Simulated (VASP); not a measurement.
OSZICAR of a VASP run on Ca (fcc):

### OSZICAR
```
       N       E                     dE             d eps       ncg     rms          rms(c)
DAV:   1     0.596357526091E+02    0.59636E+02   -0.50980E+03  1008   0.971E+02
DAV:   2    -0.675592964277E+00   -0.60311E+02   -0.60098E+02  1042   0.223E+02
DAV:   3    -0.188005298651E+01   -0.12045E+01   -0.11998E+01  1524   0.332E+01
DAV:   4    -0.193946590719E+01   -0.59413E-01   -0.59357E-01  1471   0.505E+00
DAV:   5    -0.194028400373E+01   -0.81810E-03   -0.81741E-03  1623   0.493E-01    0.219E+00
DAV:   6    -0.193244258648E+01    0.78414E-02   -0.12228E-02  1320   0.139E+00    0.134E+00
DAV:   7    -0.193024927835E+01    0.21933E-02   -0.17593E-02  1282   0.183E+00    0.104E-01
DAV:   8    -0.192980552857E+01    0.44375E-03   -0.22353E-03  1246   0.503E-01    0.198E-02
DAV:   9    -0.192981528259E+01   -0.97540E-05   -0.11176E-04  1528   0.878E-02    0.550E-03
DAV:  10    -0.192981615606E+01   -0.87348E-06   -0.59780E-06  1412   0.270E-02
   1 F= -.61380647E+00 E0= -.61361229E+00  d E =-.613806E+00
       N       E                     dE             d eps       ncg     rms          rms(c)
DAV:   1    -0.510309800165E+01   -0.31733E+01   -0.88227E+01  1124   0.105E+02    0.114E+01
DAV:   2    -0.226115800130E+01    0.28419E+01   -0.60716E+00  1010   0.322E+01    0.512E+00
DAV:   3    -0.173727871515E+01    0.52388E+00   -0.39049E+00  1420   0.186E+01    0.103E+00
DAV:   4    -0.177895844949E+01   -0.41680E-01   -0.21424E-01  1135   0.524E+00    0.536E-01
DAV:   5    -0.182412222066E+01   -0.45164E-01   -0.76493E-02  1508   0.110E+00    0.465E-01
DAV:   6    -0.183369793567E+01   -0.95757E-02   -0.18282E-02  1635   0.830E-01    0.107E-01
DAV:   7    -0.183326915337E+01    0.42878E-03   -0.38204E-04  1202   0.247E-01    0.289E-02
DAV:   8    -0.183343612860E+01   -0.16698E-03   -0.71913E-04  1555   0.122E-01    0.755E-03
DAV:   9    -0.183343469158E+01    0.14370E-05   -0.34700E-06  1209   0.226E-02    0.663E-04
DAV:  10    -0.183343492818E+01   -0.23660E-06   -0.74988E-08   656   0.289E-03
   2 F= -.75325321E+00 E0= -.75295932E+00  d E =-.139447E+00
       N       E                     dE             d eps       ncg     rms          rms(c)
DAV:   1    -0.183198578845E+01    0.14489E-02   -0.32866E-01  1068   0.694E+00    0.650E-01
DAV:   2    -0.182290564237E+01    0.90801E-02   -0.29643E-02  1060   0.215E+00    0.329E-01
DAV:   3    -0.182072714117E+01    0.21785E-02   -0.16981E-02  1417   0.118E+00    0.110E-01
DAV:   4    -0.182082057391E+01   -0.93433E-04   -0.86940E-04  1067   0.373E-01    0.513E-02
DAV:   5    -0.182108250061E+01   -0.26193E-03   -0.51923E-04  1505   0.119E-01    0.164E-02
DAV:   6    -0.182108487442E+01   -0.23738E-05   -0.10569E-05  1491   0.244E-02    0.530E-03
DAV:   7    -0.182108321501E+01    0.16594E-05   -0.63930E-06  1380   0.165E-02    0.601E-03
DAV:   8    -0.182108254265E+01    0.67237E-06   -0.10042E-06   675   0.111E-02
   3 F= -.75379072E+00 E0= -.75356664E+00  d E =-.139984E+00
```

### Question
Which electronic solver shows in the log?

### Answer
It is blocked Davidson (ALGO = Normal, or the opening steps of other solvers). The INCAR had ALGO = Normal.

### Question
Can the final energy be trusted as converged?

### Answer
The calculation finished and met its thresholds. It stopped with EDIFF = 1E-6, NELM = 100, NSW = 40 and EDIFFG = -0.02 after 3 ionic steps (PBE GGA, plane waves, VASP's PBE PAW potentials (set 64)). Energy and stress use the plane-wave basis of the starting cell.

The compound is Ca in the fcc structure. This run relaxes it under an external pressure of 5 GPa. Symmetry was kept, so distortions that lower it aren't found.
